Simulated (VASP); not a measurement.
An input for Quantum ESPRESSO's pw.x (written as the equivalent of a VASP run, and not itself run):

```
&CONTROL
  calculation = 'vc-relax'
  pseudo_dir = './pseudo'
  outdir = './out'
  tprnfor = .true.
  tstress = .true.
  nstep = 60
  forc_conv_thr = 0.00039
/
&SYSTEM
  ibrav = 0
  nat = 8
  ntyp = 3
  ecutwfc = 88
  occupations = 'smearing'
  smearing = 'gaussian'
  degauss = 0.003675
  input_dft = 'pbesol'
/
&ELECTRONS
  conv_thr = 7.3e-08
  electron_maxstep = 100
/
&IONS
/
&CELL
/
ATOMIC_SPECIES
  Zn 65.380 Zn.upf
  Se 78.971 Se.upf
  Be 9.012 Be.upf
CELL_PARAMETERS angstrom
     5.5375000    0.0000000    0.0000000
     0.0000000    5.5375000    0.0000000
     0.0000000    0.0000000    5.5375000
ATOMIC_POSITIONS crystal
  Zn   0.0000000  0.0000000  0.0000000
  Zn   0.5000000  0.5000000  0.0000000
  Zn   0.5000000  0.0000000  0.5000000
  Se   0.2500000  0.2500000  0.2500000
  Se   0.7500000  0.7500000  0.2500000
  Se   0.7500000  0.2500000  0.7500000
  Se   0.2500000  0.7500000  0.7500000
  Be   0.0000000  0.5000000  0.5000000
K_POINTS automatic
  5 5 5 0 0 0
```

Write the VASP files for the same calculation (PBEsol).

One answer among several that fit: 
**INCAR**
```
SYSTEM = BeZn3Se4
PREC = Accurate; ENCUT = 400; LREAL = .False.
LASPH = .True.
EDIFF = 1E-6; NELM = 100; ALGO = Normal
LMAXMIX = 4
ISMEAR = 0; SIGMA = 0.05
GGA = PS
IBRION = 2; NSW = 60; ISIF = 3
EDIFFG = -0.01
LWAVE = .False.; LCHARG = .False.
```

POSCAR:
```
BeZn3Se4
1
    5.5375000000     0.0000000000     0.0000000000
    0.0000000000     5.5375000000     0.0000000000
    0.0000000000     0.0000000000     5.5375000000
Zn Se Be
3 4 1
Direct
  0.0000000000   0.0000000000   0.0000000000
  0.5000000000   0.5000000000   0.0000000000
  0.5000000000   0.0000000000   0.5000000000
  0.2500000000   0.2500000000   0.2500000000
  0.7500000000   0.7500000000   0.2500000000
  0.7500000000   0.2500000000   0.7500000000
  0.2500000000   0.7500000000   0.7500000000
  0.0000000000   0.5000000000   0.5000000000
```

**KPOINTS**
```
Automatic
0
Gamma
 5 5 5
0 0 0
```

POTCAR, in this order: Zn Se Be (PBE.64 set). Program: vasp_std.

What does not carry over: the potentials are each code's own (VASP's PAW set, PseudoDojo norm-conserving files in pw.x), so ENCUT and ecutwfc are chosen apart and not converted; conv_thr bounds pw.x's estimated SCF error, while EDIFF bounds the energy change between steps; forc_conv_thr acts on force components and is met together with etot_conv_thr.

The structure was generated: BeZn3Se4 was put into an ordered model structure (P-43m), which need not be its known phase. This run relaxes it. Symmetry was kept, so distortions that lower it aren't found.
